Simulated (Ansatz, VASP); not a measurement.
# Two plane-wave programs on Au3SCl

```
S Cl Au
1.0
     5.93204    0.00000    0.00000
     0.00000    5.93204    0.00000
     0.00000    0.00000    5.93204
S Cl Au
1 1 3
Cartesian
  0.0000 0.0000 0.0000
  2.9660 2.9660 2.9660
  2.9660 2.9660 0.0000
  2.9660 0.0000 2.9660
  0.0000 2.9660 2.9660
```

The cell comes from a database or a generator and needn't be the stable form of this composition.

Alike in both runs: task single point; functional PBE; k mesh 4 × 4 × 4; occupations gaussian, width 0.05 eV; no spin polarisation.

```csv
,VASP,Ansatz
version,VASP 6.6.1,Ansatz 0.2.0
potentials or method,"VASP PAW PBE potentials, release 64 (S, Cl, Au)","scalar-relativistic, plane waves, PAW"
plane-wave cutoff (eV),520,420
valence electrons in the cell,46,70
```

```csv
,VASP,Ansatz,Ansatz less VASP
gap on the k mesh at the Fermi level (eV),none,none,-
pressure (GPa),-5.5,-5.4,+0.04
```

A gap of «none» marks a metal or a gap that the smearing closes. The two sets of potentials don't hold the same shells in valence.

The runs have no spin-orbit coupling, so splittings on Au are missing.
